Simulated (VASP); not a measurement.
Wanted: the native input for a VASP 6.6.1 run.

| Item | Value |
| --- | --- |
| Task | single point |
| Functional | PBE |
| Potentials or basis | VASP PAW PBE potentials, release 64 (Ca_sv, Os) |
| Cutoff | 520 eV |
| k mesh | 4 × 4 × 4 |
| Occupations | gaussian, width 0.1 eV |
| Spin | no spin polarisation |
| Dipole correction | no |
| Further INCAR settings | ALGO = Normal; EDIFF = 1e-06; NBANDS = 30 |

The structure of Ca2Os3 lies in POSCAR:

```
Ca2Os3
1.0
    4.4609141300      0.0000000000      0.0000000000
    0.0000000000      4.4609141300      0.0000000000
    0.0000000000      0.0000000000      4.4609141300
Ca Os
2 3
Direct
    0.0000000000      0.0000000000      0.0000000000
    0.5000000000      0.5000000000      0.5000000000
    0.0000000000      0.5000000000      0.5000000000
    0.5000000000      0.0000000000      0.5000000000
    0.5000000000      0.5000000000      0.0000000000
```

The cell was built by a generator and needn't be a form met in nature.

The cell isn't the ideal one: random cell by space group and Wyckoff sites (Pm-3m, No. 221).

The input as run:

INCAR

```
PREC = Accurate ; ENCUT = 520
EDIFF = 1E-6 ; ISMEAR = 0
SIGMA = 0.1 ; LREAL = F
LASPH = T ; NELM = 80
ALGO = Normal ; ISIF = 2
LWAVE = F ; LCHARG = T
GGA = PE ; LELF = T
LVHAR = T ; NBANDS = 30
```

KPOINTS

```
regular mesh
0
Gamma
  4 4 4
```

Potentials or basis: VASP PAW PBE potentials, release 64 (Ca_sv, Os).

Run with:

```console
$ cat potpaw_PBE.64/Ca_sv/POTCAR potpaw_PBE.64/Os/POTCAR > POTCAR
$ mpirun -np 1 vasp_std > vasp.out
```

It gave:

- Pressure: 25.2 GPa
- Band gap on the k mesh: none (metal or under the smearing width)

Caveat: so large a pressure means that the cell lies far from this level's equilibrium, or that cutoff or potentials fall short.

Run time: 23 s on 1 thread of Intel(R) Xeon(R) Platinum 8488C (Sapphire Rapids) (shared host), peak memory 0.2 GiB.
